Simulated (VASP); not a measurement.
Calculation: optB86b-vdW, VASP's PBE PAW potentials (set 64) (plane waves; VASP).

The input files of a VASP run:

INCAR:
```
SYSTEM  =  Ru
PREC  =  Accurate; ENCUT  =  520; LREAL  =  F
LASPH  =  T
EDIFF  =  1E-6; NELM  =  100; ALGO  =  Normal
LMAXMIX  =  4
ISMEAR  =  1; SIGMA  =  0.1
GGA  =  MK; LUSE_VDW  =  T; AGGAC  =  0.0
PARAM1  =  0.1234; PARAM2  =  1.0
IBRION  =  2; NSW  =  60; ISIF  =  3
EDIFFG  =  -0.01
LWAVE  =  F; LCHARG  =  F
```

### KPOINTS
```
Automatic mesh
0
Gamma
14 14 8
0 0 0
```

POSCAR:
```
Ru
1
    1.3550000000    -2.3469290000     0.0000000000
    1.3550000000     2.3469290000     0.0000000000
    0.0000000000     0.0000000000     4.2800000000
Ru
2
Direct
  0.3333330000   0.6666670000   0.2500000000
  0.6666670000   0.3333330000   0.7500000000
```

POTCAR, in this order: Ru_pv (PBE.64 set). Program: vasp_std.

The run wrote:

**OSZICAR**
```
       N       E                     dE             d eps       ncg     rms          rms(c)
DAV:   1     0.291491918542E+03    0.29149E+03   -0.18129E+04  4328   0.173E+03
DAV:   2    -0.736107132569E+01   -0.29885E+03   -0.29324E+03  4608   0.494E+02
DAV:   3    -0.140581205577E+02   -0.66970E+01   -0.65083E+01  4516   0.790E+01
DAV:   4    -0.141272922306E+02   -0.69172E-01   -0.68916E-01  5292   0.703E+00
DAV:   5    -0.141282609095E+02   -0.96868E-03   -0.96864E-03  4688   0.770E-01    0.180E+01
DAV:   6    -0.128493895724E+02    0.12789E+01   -0.34495E+00  4360   0.194E+01    0.464E+00
DAV:   7    -0.127632913710E+02    0.86098E-01   -0.25950E-01  4432   0.479E+00    0.109E+00
DAV:   8    -0.127542958854E+02    0.89955E-02   -0.73298E-03  4408   0.104E+00    0.184E-01
DAV:   9    -0.127542482341E+02    0.47651E-04   -0.51861E-04  5474   0.248E-01    0.403E-02
DAV:  10    -0.127542661886E+02   -0.17955E-04   -0.16329E-05  4782   0.434E-02    0.991E-03
DAV:  11    -0.127542676414E+02   -0.14527E-05   -0.54291E-07  2634   0.617E-03    0.175E-03
DAV:  12    -0.127542677056E+02   -0.64269E-07   -0.63766E-08  2210   0.193E-03
   1 F= -.12754268E+02 E0= -.12753866E+02  d E =-.127543E+02
       N       E                     dE             d eps       ncg     rms          rms(c)
DAV:   1    -0.128740788496E+02   -0.11981E+00   -0.27256E+00  4342   0.202E+01    0.316E+00
DAV:   2    -0.127524534440E+02    0.12163E+00   -0.35734E-01  4342   0.643E+00    0.484E-01
DAV:   3    -0.127492419663E+02    0.32115E-02   -0.19402E-02  4428   0.134E+00    0.327E-01
DAV:   4    -0.127502136194E+02   -0.97165E-03   -0.14203E-03  4810   0.323E-01    0.464E-02
DAV:   5    -0.127502575351E+02   -0.43916E-04   -0.84824E-05  5148   0.815E-02    0.210E-02
DAV:   6    -0.127502555689E+02    0.19662E-05   -0.67114E-06  4778   0.213E-02    0.752E-03
DAV:   7    -0.127502548049E+02    0.76401E-06   -0.41493E-07  2228   0.712E-03
   2 F= -.12750255E+02 E0= -.12749908E+02  d E =0.401290E-02
       N       E                     dE             d eps       ncg     rms          rms(c)
DAV:   1    -0.128234873224E+02   -0.73232E-01   -0.15289E+00  4342   0.152E+01    0.215E+00
DAV:   2    -0.127560676629E+02    0.67420E-01   -0.19931E-01  4340   0.478E+00    0.385E-01
DAV:   3    -0.127542912561E+02    0.17764E-02   -0.11265E-02  4426   0.102E+00    0.199E-01
DAV:   4    -0.127547831278E+02   -0.49187E-03   -0.84560E-04  4796   0.260E-01    0.308E-02
DAV:   5    -0.127547953479E+02   -0.12220E-04   -0.56840E-05  4802   0.734E-02    0.175E-02
DAV:   6    -0.127547971973E+02   -0.18494E-05   -0.58460E-06  4574   0.209E-02    0.534E-03
DAV:   7    -0.127547974389E+02   -0.24161E-06   -0.27579E-07  2204   0.573E-03
   3 F= -.12754797E+02 E0= -.12754407E+02  d E =-.529733E-03
       N       E                     dE             d eps       ncg     rms          rms(c)
DAV:   1    -0.127552284268E+02   -0.43123E-03   -0.15286E-02  4364   0.112E+00    0.130E-01
DAV:   2    -0.127548723638E+02    0.35606E-03   -0.58368E-04  4354   0.241E-01    0.500E-02
DAV:   3    -0.127548062076E+02    0.66156E-04   -0.19363E-04  4948   0.103E-01    0.122E-02
DAV:   4    -0.127548058601E+02    0.34748E-06   -0.92382E-06  5468   0.307E-02
   4 F= -.12754806E+02 E0= -.12754423E+02  d E =-.842118E-05
```

### OUTCAR
```
------------------------ aborting loop because EDIFF is reached ----------------------------------------
  FORCE on cell =-STRESS in cart. coord.  units (eV):
  Direction    XX          YY          ZZ          XY          YZ          ZX
  --------------------------------------------------------------------------------------
  Total       -0.0113984     -0.0113984      0.0183023      0.0000000      0.0000000     -0.0000000
  in kB       -0.6734722     -0.6734723      1.0813888      0.0000000      0.0000000     -0.0000000
  external PRESSURE =      -0.0885186 kB  Pullay stress =       0.0000000 kB
  volume of cell :       27.12
      direct lattice vectors                 reciprocal lattice vectors
     1.354259198 -2.345645893  0.000000000     0.369205541 -0.213160904  0.000000000
     1.354259198  2.345645893  0.000000000     0.369205541  0.213160904 -0.000000000
     0.000000000  0.000000000  4.268157804    -0.000000000 -0.000000000  0.234293118
 POSITION                                       TOTAL-FORCE (eV/Angst)
 -----------------------------------------------------------------------------------
      1.35426      0.78188      1.06704         0.000000      0.000000      0.000000
      1.35426     -0.78188      3.20112        -0.000000     -0.000000      0.000000
 -----------------------------------------------------------------------------------
    total drift:                               -0.000000      0.000509     -0.000045
  FREE ENERGIE OF THE ION-ELECTRON SYSTEM (eV)
  ---------------------------------------------------
  free  energy   TOTEN  =       -12.7548058601 eV

  energy  without entropy=      -12.7536569748  energy(sigma->0) =      -12.75442290

 reached required accuracy - stopping structural energy minimisation
```
(Selected blocks of OUTCAR.)

**CONTCAR**
```
Ru
   1.00000000000000
     1.3542591980472043   -2.3456458931233826    0.0000000000000000
     1.3542591980472043    2.3456458931233826    0.0000000000000000
     0.0000000000000000    0.0000000000000000    4.2681578036584202
  Ru
     2
Direct
     0.3333330000000032    0.6666669999999968    0.2500000000000000
     0.6666669999999968    0.3333330000000032    0.7500000000000000
```

The compound is Ru in the hcp structure. This run relaxes it. Symmetry was kept, so distortions that lower it aren't found.
